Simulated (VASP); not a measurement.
MgI2 (1T layered) relaxed at rising pressure, in one space group throughout; other phases were not tried. The pressures are those reached. These are LDA (Ceperley-Alder, Perdew-Zunger), VASP's LDA PAW potentials (set 64) (plane waves; VASP 6.6.1) values and carry that method's errors.

```tsv
P (GPa)	V (Å³/atom)	k-mesh
0.00	32.028	6×6×4
4.98	27.543	7×7×4
10.09	25.300	7×7×4
19.99	22.662	7×7×4
30.00	20.939	7×7×4
```

A change of mesh leaves a small step in the series.

Task: Fit an equation of state and predict the volume at 44.91 GPa.

Result: Least squares on the third-order Birch-Murnaghan form, P = (3B0/2)(y⁷ − y⁵)[1 + (3/4)(B′ − 4)(y² − 1)] with y = (V0/V)^(1/3), gives V0 = 31.923 Å³/atom, B0 = 24 GPa and B′ = 5.2, and so 19.259 Å³/atom. The run gave 19.162 Å³/atom, -0.5 % from the fit.

Pressures at which the relaxation failed are left out.

The compound is MgI2 in the 1T layered structure.
